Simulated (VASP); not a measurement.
Input of a VASP 6.6.1 run:

Contents of INCAR:

```
PREC = Accurate
ENCUT = 600
EDIFF = 1E-7
ISMEAR = -1
SIGMA = 0.05
LREAL = F
LASPH = T
NELM = 150
ALGO = Normal
ISIF = 3
LWAVE = F
LCHARG = F
ISPIN = 2
MAGMOM = 1 0 0 1
LORBIT = 11
LMAXMIX = 6
LDAU = T
LDAUTYPE = 2
LDAUL = 3 -1 2
LDAUU = 2 0 2
LDAUJ = 0 0 0
LDAUPRINT = 1
GGA = PS
IBRION = 2
NSW = 60
EDIFFG = -0.02
```

Contents of KPOINTS:

```
Automatic mesh
0
Gamma
  5 5 5
```

Contents of POSCAR:

```
CeZn2Ni
1.0
    3.8643900000      0.0000000000      0.0000000000
    0.0000000000      3.8643900000      0.0000000000
    0.0000000000      0.0000000000      4.9192680000
Ce Zn Ni
1 2 1
Direct
    0.0000000000      0.0000000000      0.0000000000
    0.0000000000      0.5000000000      0.5000000000
    0.5000000000      0.0000000000      0.5000000000
    0.5000000000      0.5000000000      0.0000000000
```

Potentials or basis: VASP PAW PBE potentials, release 64 (Ce, Zn, Ni).

Command:

```bash
$ cat potpaw_PBE.64/Ce/POTCAR potpaw_PBE.64/Zn/POTCAR potpaw_PBE.64/Ni/POTCAR > POTCAR
$ mpirun -np 1 vasp_std > vasp.out
```

What does it give for the band gap on the k mesh?

None (metal or under the smearing width).

What does it give for the net moment?

0.00 μB per cell.

Final structure:
```
Ce Zn Ni
1.0
     3.79230    0.00000    0.00000
     0.00000    3.79230    0.00000
     0.00000    0.00000    4.83390
Ce Zn Ni
1 2 1
Direct
  0.00000 0.00000 0.00000
  0.00000 0.50000 0.50000
  0.50000 0.00000 0.50000
  0.50000 0.50000 0.00000
```

Caveat: the magnetic or orbital state may not be the lowest; spin-orbit coupling is left out, which moves the levels of the heavy elements. The state reached can hang on the start; a lower one may exist.
